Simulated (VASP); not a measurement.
# HPbNO4: single point with PBE

The system is HPbNO4.

```
CELL_PARAMETERS angstrom
4.27531 -0.00040 0.00636
-2.08399 5.20775 -0.04907
-2.12377 -1.86574 4.91491
ATOMIC_POSITIONS crystal
H 0.99073 0.03330 0.90994
Pb 0.50274 0.81989 0.14287
N 0.00838 0.47408 0.50265
O 0.99816 0.92741 0.02877
O 0.19467 0.73435 0.60852
O 0.81673 0.35882 0.24556
O 0.01381 0.33121 0.65217
```

The cell was built by a generator and needn't be a form met in nature.

```
Program                : VASP 6.6.1
Task                   : single point
Functional             : PBE
Potentials or basis    : VASP PAW PBE potentials, release 64 (H, Pb_d, N, O)
Cutoff                 : 520 eV
k mesh                 : 4 × 3 × 3
Occupations            : fermi-dirac, width 0.05 eV
Spin                   : no spin polarisation
Dipole correction      : no
Further INCAR settings : ALGO = Normal; EDIFF = 1e-06; NBANDS = 31
```

```json
{
 "Pressure": "0.6 GPa",
 "Largest force": "0.386 eV/Å",
 "Band gap on the k mesh": "2.84 eV, indirect (least direct gap 3.15 eV)"
}
```

Forces in eV/Å, atoms in the order of the input:
```
H    0.000  0.098 -0.073
Pb   0.000 -0.018  0.014
N   -0.002 -0.004 -0.009
O    0.000 -0.079  0.058
O    0.009  0.350  0.156
O   -0.010 -0.037 -0.375
O    0.002 -0.311  0.229
```

Stress tensor (GPa, compression positive):
```
-0.16  0.02  0.03
 0.02  0.99 -0.11
 0.03 -0.11  0.97
```

Levels at points of the mesh, in eV from the valence-band top:
| k point | band 20 | band 21 | band 22 | band 23 | band 24 | band 25 |
| --- | --- | --- | --- | --- | --- | --- |
| (0.00, 0.00, 0.00) | -2.06 | -0.98 | -0.42 | 3.31 | 4.47 | 5.20 |
| (0.50, 0.00, 0.00) | -1.14 | -0.72 | 0.00 | 3.16 | 4.24 | 5.43 |

Wall time 66 s on 1 thread of AMD EPYC 7R13 Processor (Zen 3), on a shared host, peak memory 0.23 GiB.

Caveat: the k mesh is coarse (spacing up to 0.45 Å⁻¹), so the values aren't converged; spin-orbit coupling is left out, which as a rule narrows the gap of such compounds by several tenths of an eV; an odd mesh through Γ misses points on the zone boundary, where band edges often lie.
